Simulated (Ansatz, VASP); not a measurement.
# Pt: VASP beside Ansatz, part 2 of 2

One calculation is typed for both programs; each brings its own data sets and cutoff. How far apart do they land? The cell is taken from a series of VASP runs on this material, whose earlier steps may have relaxed, scaled or displaced it; both programs get it as it stands.

VASP 6.6.1 and Ansatz 0.2.0.

So far. Step 2 (Ansatz: single point, LDA): The run ends at a pressure of -1.02 GPa. Step 3 (VASP: single point, LDA): The run ends at a pressure of -0.27 GPa.

### 7. VASP: band structure, LDA, spin-orbit coupling

Level of this step: LDA, spin-orbit coupling; plane waves and PAW (Pt) (VASP).

The same cell, functional (in two slightly different forms), mesh and smearing now go to VASP, with its own data sets and cutoff.

File INCAR:

```
SYSTEM = Pt
PREC = Accurate
ENCUT = 400
EDIFF = 1E-06
NELM = 100
ISMEAR = 1
SIGMA = 0.2
LREAL = .FALSE.
ALGO = Normal
GGA = CA
LNONCOLLINEAR = .TRUE.
MAGMOM = 0 0 0
NBANDS = 22
GGA_COMPAT = .FALSE.
LASPH = .TRUE.
LSORBIT = .TRUE.
LMAXMIX = 4
LORBIT = 11
LWAVE = .FALSE.
LCHARG = .FALSE.
KPAR = 2
```

File POSCAR:

```
Pt
1.0
    0.0000000000      1.9488400081      1.9488400081
    1.9488400081      0.0000000000      1.9488400081
    1.9488400081      1.9488400081      0.0000000000
Pt
1
Direct
    0.0000000000      0.0000000000      0.0000000000
```

File KPOINTS:

```
Automatic mesh
0
Gamma
8 8 8
0 0 0
```

File KPOINTS_OPT:

```
Line mode
16
Line-mode
Reciprocal
  0.00000000   0.00000000   0.00000000 GAMMA
  0.50000000   0.00000000   0.50000000 X

  0.50000000   0.00000000   0.50000000 X
  0.50000000   0.25000000   0.75000000 W

  0.50000000   0.25000000   0.75000000 W
  0.37500000   0.37500000   0.75000000 K

  0.37500000   0.37500000   0.75000000 K
  0.00000000   0.00000000   0.00000000 GAMMA

  0.00000000   0.00000000   0.00000000 GAMMA
  0.50000000   0.50000000   0.50000000 L

  0.50000000   0.50000000   0.50000000 L
  0.62500000   0.25000000   0.62500000 U

  0.62500000   0.25000000   0.62500000 U
  0.50000000   0.25000000   0.75000000 W

  0.50000000   0.25000000   0.75000000 W
  0.50000000   0.50000000   0.50000000 L

  0.50000000   0.50000000   0.50000000 L
  0.37500000   0.37500000   0.75000000 K

  0.62500000   0.25000000   0.62500000 U
  0.50000000   0.00000000   0.50000000 X
```

Potentials, in the order of the species: Pt (LDA family, release 64).

Launch:

```console
> mpirun -np 2 vasp_ncl
```

Numbers of over 12 decimals in the logs are rounded to 6 here.

Output:

```text
[... set-up lines as in an earlier step ...]
 entering main loop
       N       E                     dE             d eps       ncg     rms          rms(c)
DAV:   1     0.435561969176E+02    0.43556E+02   -0.40767E+03  1316   0.687E+02
DAV:   2    -0.735669119923E+01   -0.50913E+02   -0.47441E+02  1504   0.190E+02
DAV:   3    -0.832067386637E+01   -0.96398E+00   -0.95528E+00  1504   0.253E+01
DAV:   4    -0.832611187965E+01   -0.54380E-02   -0.54374E-02  1500   0.209E+00
[...]
DAV:   9    -0.788133950148E+01    0.37110E-03   -0.57065E-04  1498   0.243E-01    0.196E-01
DAV:  10    -0.788132866383E+01    0.10838E-04   -0.23808E-05  1402   0.496E-02    0.268E-02
DAV:  11    -0.788132951867E+01   -0.85484E-06   -0.88784E-07  1400   0.761E-03
   1 F= -.78813295E+01 E0= -.78770428E+01  d E =-.128601E-01  mag=    -0.0000    -0.0000    -0.0000
 Start KPOINTS_OPT (optional k-point list driver)
k-point batch [1-29\160]
       N       E                     dE             ncg
DAV:   1     0.381174941931E+04   -0.50931E+04     1308
DAV:   2     0.233600193030E+04   -0.14757E+04     1582
DAV:   3     0.230709543140E+04   -0.28906E+02     1464
DAV:   4     0.230690546824E+04   -0.18996E+00     1502
DAV:   5     0.230690316774E+04   -0.23005E-02     1480
DAV:   6     0.230690313451E+04   -0.33229E-04     1512
DAV:   7     0.230690313404E+04   -0.46447E-06     1236
[...]
k-point batch [146-160\160]
       N       E                     dE             ncg
DAV:   1     0.808817787453E+04   -0.45941E+04      676
DAV:   2     0.733653548517E+04   -0.75164E+03      786
DAV:   3     0.732140020462E+04   -0.15135E+02      774
DAV:   4     0.732129598438E+04   -0.10422E+00      726
DAV:   5     0.732129462422E+04   -0.13602E-02      774
DAV:   6     0.732129460409E+04   -0.20130E-04      726
DAV:   7     0.732129460380E+04   -0.29131E-06      654
```

From OUTCAR (step 7):

```text
  Total        0.0645529      0.0645529      0.0645529      0.0000000      0.0000000      0.0000000
  in kB        6.9866289      6.9866289      6.9866289      0.0000000      0.0000000      0.0000000
  external PRESSURE =       6.9866289 kB  Pullay stress =       0.0000000 kB

 POSITION                                       TOTAL-FORCE (eV/Angst)
 -----------------------------------------------------------------------------------
      0.00000      0.00000      0.00000         0.000000      0.000000      0.000000
 -----------------------------------------------------------------------------------
    total drift:                               -0.000000      0.000000      0.000000

  FREE ENERGIE OF THE ION-ELECTRON SYSTEM (eV)
  ---------------------------------------------------
  free  energy   TOTEN  =        -7.8813295187 eV

  energy  without entropy=       -7.8684694487  energy(sigma->0) =       -7.87704283

 magnetization (x)
# of ion       s       p       d       tot
------------------------------------------
    1        0.000   0.000  -0.000  -0.000

 magnetization (y)
# of ion       s       p       d       tot
------------------------------------------
    1        0.000  -0.000   0.000   0.000

 magnetization (z)
# of ion       s       p       d       tot
------------------------------------------
    1       -0.000   0.000  -0.000  -0.000

[... 1 part as in an earlier step ...]

[... 2 further parts left out ...]
[key lines of the parts left out:]
E-fermi :  11.5776
```

The run ends at a pressure of 0.70 GPa.

### 8. Side by side

What differs besides the data sets and the points named for the pairs above, as far as they apply: spin-orbit coupling enters by fully relativistic files in Ansatz and inside the spheres in VASP; the data sets hold 18 valence electrons in Ansatz (fully relativistic PAW (standard-fr) files) and 10 in VASP. Total energies have different zeros and are not compared.

Both answers:

| quantity | Ansatz | VASP | difference |
| --- | --- | --- | --- |
| pressure (GPa) | -0.31 | 0.70 | -1.01 |
| pressure without Ansatz's Pulay correction (GPa) | -0.36 | 0.70 | -1.06 |

Levels from 3 eV below to 2 eV above the Fermi level differ by 25 meV r.m.s. and 106 meV at most; each VASP level is matched to the nearest of Ansatz, which flatters the figure a little. Ansatz's pressure holds a Pulay correction of 0.05 GPa; VASP's holds none.

### 9. What the set-up changes

Further runs change the set-up of one program: Ansatz's method, potentials or start, or VASP's data sets, cutoff or form of LDA. The table gives Ansatz less VASP for each quantity, since a change that brings one quantity closer may part another.

| run | pressure (GPa) | pressure without Ansatz's Pulay correction (GPa) |
| --- | --- | --- |
| as above | -1.0 | -1.1 |
| cores kept as stored | -0.95 | -1.0 |
| Ansatz's larger PAW set (cutoff 900 eV) | -1.1 | -1.2 |

### 10. Summary of results

```json
{
  "difference in pressure (single point, LDA)": "-0.75 GPa",
  "difference in pressure (band structure, LDA, spin-orbit coupling)": "-1.0 GPa"
}
```

In words: The difference in pressure is -1.0 GPa (band structure, LDA, spin-orbit coupling), at about the 1 GPa picked in this series as the mark of a large difference. For single point, LDA, no further run moves any of the tabulated differences by more than a quarter of its size. For band structure, LDA, spin-orbit coupling, no further run moves any of the tabulated differences by more than a quarter of its size. 2 further runs of this series are not shown here. Such differences can come from data sets, numerical settings and the points named under the comparisons, not from the functional's error against experiment.

[Lines on the potential files, build, host, timing and source positions are cut from VASP's logs without a mark.]

[Logs are printed without paths, hosts, clocks, repeated set-up lines and the standing remarks that a program may print on its own settings, such as how far it seeks lower states.]

[Hosts, paths, dates, database ids (printed as entryN), source tags and the programs' standing remarks are cut or masked in the printed files.]
